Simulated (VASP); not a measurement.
Consider the following.

```
CELL_PARAMETERS angstrom
      3.33584     0.00000     0.00000
     -1.66792     2.88892     0.00000
      0.00000     0.00000     5.52311
ATOMIC_POSITIONS crystal
  B  0.33333 0.66667 0.37456
  B  0.66667 0.33333 0.87456
  As 0.33333 0.66667 0.00044
  As 0.66667 0.33333 0.50044
```

Level of theory: LDA (Ceperley-Alder, Perdew-Zunger), VASP's LDA PAW potentials (set 64) (plane waves; VASP 6.6.1). Numerical set-up: 520 eV cut-off, 9×9×5 Γ-centred mesh, tetrahedra with Blöchl corrections, potentials B As.

The cores are frozen, which limits the accuracy of field gradients.

### Question
Give the principal components of the electric field gradient (V/Å²) and the asymmetry η at each nucleus.

### Answer

| atom | Vxx | Vyy | Vzz | η |
|---|---|---|---|---|
| B1 | -0.7 | -0.7 | 1.3 | 0.00 |
| B2 | -0.7 | -0.7 | 1.3 | 0.00 |
| As3 | -6.2 | -6.2 | 12.4 | 0.00 |
| As4 | -6.2 | -6.2 | 12.4 | 0.00 |

The structure comes from a computed database's BAs entry (P6_3mc); how it stands against other phases isn't given here. It was relaxed first.
